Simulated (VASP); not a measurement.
Computed with PBE GGA with D3 dispersion (Becke-Johnson damping), VASP's PBE PAW potentials (set 64) (plane waves; VASP 6.6.1).

VASP ran on this input.

### INCAR
```
SYSTEM = TiCo
PREC = Accurate
ENCUT = 520
EDIFF = 1E-7
NELM = 100
ALGO = Normal
LREAL = .FALSE.
LASPH = .TRUE.
ISMEAR = -5
GGA = PE
IVDW = 12
LMAXMIX = 4
LWAVE = .FALSE.
LCHARG = .TRUE.
LORBIT = 11
NEDOS = 601
ISIF = 2
```

### KPOINTS
```
Automatic mesh
0
Gamma
14 14 14
0 0 0
```

File POSCAR:
```
TiCo
1
    2.9311058276     0.0000000000    -0.0000000000
    0.0000000000     2.9311058276     0.0000000000
   -0.0000000000     0.0000000000     2.9311058276
Ti Co
1 1
Direct
  0.0000000000   0.0000000000   0.0000000000
  0.5000000000   0.5000000000   0.5000000000
```

POTCAR, in this order: Ti_sv Co (PBE.64 set). Program: vasp_std.

Output

**OSZICAR**
```
       N       E                     dE             d eps       ncg     rms          rms(c)
DAV:   1     0.150802210857E+03    0.15080E+03   -0.10554E+04  3368   0.191E+03
DAV:   2    -0.862750992443E+01   -0.15943E+03   -0.15685E+03  3402   0.410E+02
DAV:   3    -0.175640472516E+02   -0.89365E+01   -0.88703E+01  5470   0.107E+02
DAV:   4    -0.178068300849E+02   -0.24278E+00   -0.24155E+00  3986   0.148E+01
DAV:   5    -0.178166402649E+02   -0.98102E-02   -0.98077E-02  5032   0.266E+00    0.138E+01
DAV:   6    -0.160726460731E+02    0.17440E+01   -0.12940E+01  3972   0.556E+01    0.666E+00
DAV:   7    -0.181349236497E+02   -0.20623E+01   -0.25739E+01  5494   0.507E+01    0.214E+01
DAV:   8    -0.155978495952E+02    0.25371E+01   -0.14803E+01  5032   0.385E+01    0.177E+00
DAV:   9    -0.156320421060E+02   -0.34193E-01   -0.26621E-01  4602   0.526E+00    0.184E+00
DAV:  10    -0.156165643268E+02    0.15478E-01   -0.79868E-02  5126   0.361E+00    0.509E-01
DAV:  11    -0.156150239208E+02    0.15404E-02   -0.58062E-03  4414   0.853E-01    0.276E-01
DAV:  12    -0.156144142764E+02    0.60964E-03   -0.25399E-03  4884   0.448E-01    0.473E-02
DAV:  13    -0.156144079566E+02    0.63198E-05   -0.78578E-05  3790   0.921E-02    0.272E-02
DAV:  14    -0.156144105089E+02   -0.25522E-05   -0.29658E-05  5110   0.541E-02    0.331E-03
DAV:  15    -0.156144101847E+02    0.32421E-06   -0.93104E-07  3748   0.130E-02    0.949E-04
DAV:  16    -0.156144101591E+02    0.25520E-07   -0.51047E-08  2076   0.332E-03
   1 F= -.16754904E+02 E0= -.16754904E+02  d E =0.000000E+00
```

File OUTCAR:
```
------------------------ aborting loop because EDIFF is reached ----------------------------------------
 Edisp (eV)   -1.14049
  FORCE on cell =-STRESS in cart. coord.  units (eV):
  Direction    XX          YY          ZZ          XY          YZ          ZX
  --------------------------------------------------------------------------------------
  Total      -0.02042    -0.02042    -0.02042     0.00000     0.00000    -0.00000
  in kB      -1.29931    -1.29931    -1.29931     0.00000     0.00000    -0.00000
  external pressure =       -1.30 kB  Pullay stress =        0.00 kB
  volume of cell :       25.18
      direct lattice vectors                 reciprocal lattice vectors
     2.931105828  0.000000000  0.000000000     0.341168166  0.000000000  0.000000000
     0.000000000  2.931105828  0.000000000     0.000000000  0.341168166  0.000000000
     0.000000000  0.000000000  2.931105828     0.000000000  0.000000000  0.341168166
 POSITION                                       TOTAL-FORCE (eV/Angst)
 -----------------------------------------------------------------------------------
      0.00000      0.00000      0.00000         0.000000      0.000000      0.000000
      1.46555      1.46555      1.46555         0.000000      0.000000      0.000000
 -----------------------------------------------------------------------------------
    total drift:                                0.000000      0.000000     -0.000000
  FREE ENERGIE OF THE ION-ELECTRON SYSTEM (eV)
  ---------------------------------------------------
  free  energy   TOTEN  =       -16.7549043810 eV

  energy  without entropy=      -16.7549043810  energy(sigma->0) =      -16.75490438

 total charge

# of ion       s       p       d       tot
------------------------------------------
    1        2.260   6.197   1.906  10.363
    2        0.543   0.477   7.383   8.403
--------------------------------------------------
tot          2.803   6.674   9.289  18.766
```
(Selected blocks of OUTCAR.)

For a metal the tetrahedron method with Blöchl corrections gives inexact stress and forces.

The compound is TiCo in the CsCl type structure. It was relaxed first, which changed the volume by -6 %. The run is not spin-polarised, so no magnetic state was tried. The electron count is odd and the run is not spin-polarised, which forces a metal.
